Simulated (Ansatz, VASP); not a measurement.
**Sn in two plane-wave programs**

Aim: how closely do two programs agree when they are given the same cell, functional and k mesh?

Calculated with Ansatz 0.2.0; plane waves, with VASP 6.6.1 beside it; single point at PBE.

The database entry behind the starting cell differs from later determinations by our own check (about 0.15 % long, nanocrystals), so it need not match the best structure at ambient conditions.

## 1. Starting point

It takes space group I4_1/amd (No. 141, tetragonal). Conventional cell: a = 5.839 Å, b = 5.839 Å, c = 3.188 Å, α = 90.00°, β = 90.00°, γ = 90.00°. Nearest to Sn lie 6 Sn at 3.03 to 3.19 Å.

## 2. Ansatz: single point, PBE

Ansatz runs on its default PAW (the set named soft_2) files.

A single point gives forces, pressure and levels at one fixed geometry, so differences don't come from the geometry; what else differs is listed under the comparison.

The input, input.yaml:

```yaml
crystal:
  lattice:
    - [-2.919644075, 2.919644075, 1.5938]
    - [2.919644075, -2.919644075, 1.5938]
    - [2.919644075, 2.919644075, -1.5938]
  atoms:
    - { symbol: Sn, position: [0.0, 0.0, 0.0] }
    - { symbol: Sn, position: [0.75, 0.25, 0.5] }
hamiltonian:
  xc: pbe
  pseudopotentials: { kind: paw }
kpoints:
  mp_grid: { grid: [7, 7, 7] }
scf:
  occupations: { method: fermi_dirac, width: 0.05 }
  n_extra_bands: 4
output:
  forces: true
  stress: true
  eigenvalues: true
```

Run with:

```console
ansatz run input.yaml --threads 2 --pin off --max-ram 4608MiB --backend cpu --events-out ev --progress --plain --runs-dir out
```

Numbers of over 12 decimals in the logs are rounded to 6 here.

Output:

```text
scf.n_extra_bands = 4 over 14 filled bands (N_el = 28.0): the run solves 18 bands
Engine: ansatz 0.2.0, aarch64-unknown-linux-gnu
Pseudopotentials: kind: paw
Pseudopotential: Sn, paw, valence charge 14, recommended cutoff 420 eV (normal), Sn.paw.azcp
Functional definition: PBE
  parameter kappa = 0.804
  parameter beta = 0.066725
  exchange = pbe_x(kappa = kappa, mu = beta*pi^2/3)
  correlation = pbe_c(beta = beta)
Crystal: 2 atoms, lattice volume = 54.344 Å³
Basis set: ecut = 420 eV, 1093 PW (Γ), exchange–correlation on 60×60×60 points (8 copies of the dense FFT grid, shifted against one another)
Bands: 18, of which v1, the nominal top of the filled ones, is band 14 counted from 1 (13 counted from 0)
Symmetry: 16 space group operations
Space group: I41/amd (ITA 141), of the structure as read, at distance tolerance 3.8e-5 Å
k-points: 40 of 343
Non-local potential: Sn, projectors of the file, l = 0: 2, l = 1: 2, l = 2: 2, l = 3: 2
PAW form: soft (Blöchl's): semilocal exchange-correlation on the pseudo side does not see the compensation charge
PAW one-centre angular grid: Sn, 590 points (default); XC on 64 Gauss nodes
Initial density: superposition of atomic densities (neutral atoms: chi_scale 0, normalization atom), corrected by the library's trained network
Initial wavefunctions: pseudopotential atomic-orbital guess
Functional: x = pbe(κ = 0.804, μ = 0.219515), c = pbe(β = 0.066725)
SCF iter   1: F=—  HF=-12048.359476 eV  |F-HF|=—  |Δ(HF+E_count)|=         —  Δρ=1.21e-3  dr2=5.77e-4  ethr=1.77e-3  ⟨swp⟩=6.2  Hψ=3713  notcnv=0
preconditioner: auto → Kerker (q_TF=auto, 2.443 Å⁻¹)  [metal: Δε(μ)=0.011 eV  Ē_g=20.274 eV  σ=0.050 eV  W_gap=0.05  n_scr=16 (ndim 8)  ℏωp=26.7 eV  f_vac=0.000  D(μ)=1.31/eV (n_scr^D=4)]
SCF iter   2: F=—  HF=-12048.358450 eV  |F-HF|=—  |Δ(HF+E_count)|=   1.03e-3  Δρ=7.49e-4  dr2=3.04e-4  ethr=2.06e-6  ⟨swp⟩=2.0  Hψ=1590  notcnv=0
SCF iter   3: F=—  HF=-12048.358421 eV  |F-HF|=—  |Δ(HF+E_count)|=   2.91e-5  Δρ=4.04e-4  dr2=9.24e-5  ethr=1.08e-6  ⟨swp⟩=2.0  Hψ=1281  notcnv=0
SCF iter   4: F=—  HF=-12048.358430 eV  |F-HF|=—  |Δ(HF+E_count)|=   9.36e-6  Δρ=1.90e-4  dr2=1.56e-5  ethr=3.30e-7  ⟨swp⟩=2.5  Hψ=1291  notcnv=0
SCF iter   5: F=—  HF=-12048.358433 eV  |F-HF|=—  |Δ(HF+E_count)|=   3.22e-6  Δρ=1.04e-4  dr2=3.19e-6  ethr=5.58e-8  ⟨swp⟩=2.1  Hψ=870  notcnv=0
SCF iter   6: F=—  HF=-12048.358432 eV  |F-HF|=—  |Δ(HF+E_count)|=   1.64e-6  Δρ=2.85e-5  dr2=2.67e-7  ethr=1.14e-8  ⟨swp⟩=2.0  Hψ=1120  notcnv=0
SCF iter   7: F=-12048.358431 eV  HF=-12048.358431 eV  |F-HF|=2.36e-8  |Δ(HF+E_count)|=   1.70e-7  Δρ=7.40e-6  dr2=1.77e-8  ethr=3.57e-10  ⟨swp⟩=5.1  Hψ=2849  notcnv=0
SCF 1 converged in 7 iterations: F = -12048.358431 eV  dr2 = 1.77e-8
  greatest PAW one-centre occupation: 0.991 electrons in one spin orbital (limit 2), on the Sn atom at site 1 (counted from 0), in its partial waves of l = 2
SCF converged after 7 iterations
Free energy (F): -12048.358431 eV
Harris-Foulkes:  -12048.358431 eV  (|F-HF|=2.36e-8)
Internal energy: -12048.348672 eV  (E = F + TS)
E sigma→0 (E₀):  -12048.353552 eV
Entropy (-TS):   -0.009760 eV (-4.880 meV/atom)
Fermi energy:    10.673586 eV
--- Per-component energies (eV) ---
  E_band       = -164.655522
  E_kinetic    = 373.437259
  E_local      = -1701.265284  (includes V_loc(G=0)·N_el)
  E_nonlocal   = -64.711861
  E_hartree    = 1065.284949
  E_xc         = -765.320496
  E_vxc        = -192.369562  (∫ρ·V_xc dr)
  E_paw        = -8272.483767  (= ΣΔE_a)
  E_vpaw       = -710.308050  (= ΣTr[D̂ρ^β])
  E_aug_tail   = -0.000001  (compensation charges beyond the density's cutoff)
  E_ewald      = -2683.289471
  E_smearing   = -0.009760  (= −TS)
  E_closure    = -0.000000  (closes the sum)
  Σ components = -12048.358431   (vs F -12048.358431, Δ=0.00e0)
--- Forces (eV/Å), atoms counted from 1 ---
  atom   1  Sn    -0.00000000     0.00000000     0.00000000
  atom   2  Sn     0.00000000     0.00000000    -0.00000000
  max |Σ_I F_I| component: 6.94e-18 eV/Å
--- Stress (GPa, compression-positive) ---
        2.069231       0.000000       0.000000
        0.000000       2.069231      -0.000000
        0.000000      -0.000000       2.448687
  P = ⅓ Tr σ = 2.1957 GPa (21.957 kbar)
--- Band table (eV; the first three rows and the last of 40) ---
  k-point 0: bands = [... 10 lower, -0.4016, 7.1085, 8.7541, 8.7541, 13.7023, 16.9623, 16.9623, 17.5304]
  k-point 1: bands = [... 10 lower, -0.2176, 5.8596, 8.9727, 9.6616, 14.5479, 15.6182, 16.0462, 17.3917]
  k-point 2: bands = [... 10 lower, 0.3343, 4.0944, 9.6187, 10.6966, 13.7643, 14.4534, 16.7830, 16.9732]
  k-point 39: bands = [... 10 lower, 2.7033, 3.2758, 6.0132, 6.5971, 15.7765, 15.7889, 19.1146, 19.8503]
```

It took 2.9 s on 2 threads of Arm Neoverse N1, shared host; peak memory 0.32 GiB; 4.2 s of CPU time.

The column dr2 measures how far the density is from self-consistency, as an energy; F and HF (Harris–Foulkes) agree once it is small.

The run ends at a pressure of 2.20 GPa.

## 3. VASP: single point, PBE

The same cell, functional, mesh and smearing now go to VASP, with its own data sets and cutoff.

Lines of VASP's logs that name or quote its potential files are left out, and so is its time.

The input, INCAR:

```
SYSTEM = Sn
PREC = Accurate
ENCUT = 400
EDIFF = 1E-06
NELM = 100
ISMEAR = -1
SIGMA = 0.05
LREAL = .FALSE.
ALGO = Normal
GGA = PE
NBANDS = 20
LORBIT = 11
LWAVE = .FALSE.
LCHARG = .TRUE.
ISIF = 2
LELF = .TRUE.
LVHAR = .TRUE.
```

The input, POSCAR:

```
Sn
1.0
   -2.9196440750      2.9196440750      1.5938000000
    2.9196440750     -2.9196440750      1.5938000000
    2.9196440750      2.9196440750     -1.5938000000
Sn
2
Direct
    0.0000000000      0.0000000000      0.0000000000
    0.7500000000      0.2500000000      0.5000000000
```

The input, KPOINTS:

```
Automatic mesh
0
Gamma
7 7 7
0 0 0
```

PAW data sets: Sn_d (PBE family, release 64).

Run with:

```console
mpirun -np 2 vasp_std
```

Output:

```text
[banner, memory and clock lines left out]
running    2 mpi-ranks, on    1 nodes
 distrk:  each k-point on    2 cores,    1 groups
 distr:  one band on    1 cores,    2 groups

 POSCAR found type information on POSCAR Sn
 POSCAR found :  1 types and       2 ions
 LDA part: xc-table for (Slater+PW92), standard interpolation
 POSCAR, INCAR and KPOINTS ok, starting setup
 FFT: planning ... GRIDC
 FFT: planning ... GRID_SOFT
 FFT: planning ... GRID
 WAVECAR not read
 entering main loop
       N       E                     dE             d eps       ncg     rms          rms(c)
DAV:   1     0.199414333214E+03    0.19941E+03   -0.12837E+04  1624   0.188E+03
DAV:   2     0.116960827383E+02   -0.18772E+03   -0.18449E+03  1604   0.407E+02
DAV:   3    -0.705940546455E+01   -0.18755E+02   -0.18548E+02  1828   0.127E+02
DAV:   4    -0.762508386172E+01   -0.56568E+00   -0.56530E+00  1784   0.248E+01
DAV:   5    -0.764739465803E+01   -0.22311E-01   -0.22310E-01  2260   0.449E+00    0.238E+00
DAV:   6    -0.763098300092E+01    0.16412E-01   -0.32410E-02  2168   0.261E+00    0.133E+00
DAV:   7    -0.762678603465E+01    0.41970E-02   -0.19435E-02  2172   0.203E+00    0.167E-01
DAV:   8    -0.762671102078E+01    0.75014E-04   -0.20263E-03  1984   0.616E-01    0.382E-02
DAV:   9    -0.762671546648E+01   -0.44457E-05   -0.58839E-05  2152   0.716E-02    0.164E-02
DAV:  10    -0.762671434971E+01    0.11168E-05   -0.85595E-06  2032   0.389E-02    0.122E-03
DAV:  11    -0.762671464088E+01   -0.29116E-06   -0.41454E-07  1084   0.928E-03
   1 F= -.76267146E+01 E0= -.76218340E+01  d E =-.976119E-02
```

From OUTCAR (step 3):

```text
ion  position               nearest neighbor table
   1  0.000  0.000  0.000-   2 3.03   2 3.03   2 3.03   2 3.03
   2  0.750  0.250  0.500-   1 3.03   1 3.03   1 3.03   1 3.03

  LATTYP: Found a body centered tetragonal cell.
 ALAT       =     5.8392881500
 C/A-ratio  =     0.5458884573

 Subroutine GETGRP returns: Found 16 space group operations
 (whereof  8 operations were pure point group operations)

The static configuration has the point symmetry D_2d.
 The point group associated with its full space group is D_4h.

 Found     40 irreducible k-points:

   k-points           NKPTS =     40   k-points in BZ     NKDIM =     40   number of bands    NBANDS=     20

   dimension x,y,z NGX =    30 NGY =   30 NGZ =   30
   dimension x,y,z NGXF=    60 NGYF=   60 NGZF=   60

   ENCUT  =  400.0 eV  29.40 Ry    5.42 a.u.   7.22  7.22  7.22*2*pi/ulx,y,z

   NELECT =      28.0000    total number of electrons

 k-points in reciprocal lattice and weights: Automatic mesh
   0.00000000  0.00000000  0.00000000       0.003
   0.14285714  0.00000000 -0.00000000       0.023
   0.28571429  0.00000000  0.00000000       0.023
   0.42857143 -0.00000000  0.00000000       0.023
   0.14285714  0.14285714 -0.00000000       0.023
   0.28571429  0.14285714 -0.00000000       0.047
   0.42857143  0.14285714  0.00000000       0.047
  -0.42857143  0.14285714 -0.00000000       0.047
  -0.28571429  0.14285714 -0.00000000       0.047
[...]
-0.42857143  0.42857143  0.42857143       0.012
  -0.42857143 -0.42857143  0.42857143       0.006

 average (electrostatic) potential at core
       1 -99.0850       2 -99.0850

 E-fermi :   7.9093

 k-point     1 :       0.0000    0.0000    0.0000
  band No.  band energies     occupation
    ...
     10     -13.2089      2.00000
     11      -3.1659      2.00000
     12       4.3429      2.00000
     13       5.9904      2.00000
     14       5.9904      2.00000
     15      10.9400      0.00000
     16      14.1961      0.00000
     17      14.1961      0.00000
     18      14.7660      0.00000
     19      14.8668      0.00000
    ...

 k-point     2 :       0.1429    0.0000   -0.0000
  band No.  band energies     occupation
    ...
     10     -13.2217      2.00000
     11      -2.7622      2.00000
     12       3.9378      2.00000
     13       6.0315      2.00000
     14       7.1486      2.00000
     15      11.6027      0.00000
     16      11.8088      0.00000
     17      12.3649      0.00000
     18      13.3460      0.00000
     19      13.9895      0.00000
    ...

 k-point     3 :       0.2857    0.0000    0.0000
  band No.  band energies     occupation
    ...
     10     -13.2498      2.00000
     11      -1.5566      2.00000
     12       3.7557      2.00000
     13       6.2758      2.00000
     14       7.7467      1.92545
     15       8.9301      0.00000
     16       9.8705      0.00000
     17      11.9903      0.00000
     18      12.0224      0.00000
     19      13.6958      0.00000
    ...

  Total        0.6680233      0.6680233      0.7980408      0.0000000      0.0000000      0.0000000
  in kB       19.6946626     19.6946626     23.5278387      0.0000000      0.0000000      0.0000000
  external PRESSURE =      20.9723880 kB  Pullay stress =       0.0000000 kB

  energy-cutoff  :      400.00
  volume of cell :       54.34
      direct lattice vectors                 reciprocal lattice vectors
    -2.919644075  2.919644075  1.593800000     0.000000000  0.171253751  0.313715648
     2.919644075 -2.919644075  1.593800000     0.171253751  0.000000000  0.313715648
     2.919644075  2.919644075 -1.593800000     0.171253751  0.171253751  0.000000000

 POSITION                                       TOTAL-FORCE (eV/Angst)
 -----------------------------------------------------------------------------------
      0.00000      0.00000      0.00000         0.000000      0.000000      0.000000
      0.00000      2.91964      0.79690        -0.000000     -0.000000     -0.000000
 -----------------------------------------------------------------------------------
    total drift:                                0.000000      0.000000      0.000000

  FREE ENERGIE OF THE ION-ELECTRON SYSTEM (eV)
  ---------------------------------------------------
  free  energy   TOTEN  =        -7.6267146409 eV

  energy  without entropy=       -7.6169534556  energy(sigma->0) =       -7.62183405

 total charge
# of ion       s       p       d       tot
------------------------------------------
    1        1.235   1.013   9.976  12.224
    2        1.235   1.013   9.976  12.224
--------------------------------------------------
tot          2.470   2.026  19.952  24.448

[... 3 further parts left out ...]
```

At this level the cell is under a pressure of 2.1 GPa, so at these settings it is away from equilibrium.

## 4. Side by side

Known differences besides the potentials themselves: the cutoff is 420 eV in Ansatz and 400 eV in VASP; VASP leaves aspherical gradient terms in its spheres out (LASPH is not set), Ansatz keeps them. Total energies have different zeros and are not compared.

Both answers:

| quantity | Ansatz | VASP | difference |
| --- | --- | --- | --- |
| pressure (GPa) | 2.20 | 2.10 | +0.10 |

Ansatz's pressure holds a Pulay correction of 0.03 GPa; VASP's holds none.

## 5. Other set-ups

Further runs change the set-up of one program: Ansatz's method, potentials or start, or VASP's data sets, cutoff or form of LDA. The table gives Ansatz less VASP for each quantity, since a change that brings one quantity closer may part another.

| run | pressure (GPa) |
| --- | --- |
| as above | 0.098 |
| Ansatz's all-electron LAPW method | 0.099 |

## 6. Summary of results

* difference in pressure (single point, PBE): 0.098 GPa

What this shows: The difference in pressure is 0.098 GPa (single point, PBE), within the 1 GPa picked in this series as the mark of a large difference. For single point, PBE, no further run moves any of the tabulated differences by more than a quarter of its size. How closely two codes agree says nothing of how well the functional describes the real material.

[Lines on the potential files, build, host, timing and source positions are cut from VASP's logs without a mark.]

[Logs are printed without paths, hosts, clocks, repeated set-up lines and the standing remarks that a program may print on its own settings, such as how far it seeks lower states.]

[Hosts, paths, dates, database ids (printed as entryN), source tags and the programs' standing remarks are cut or masked in the printed files.]
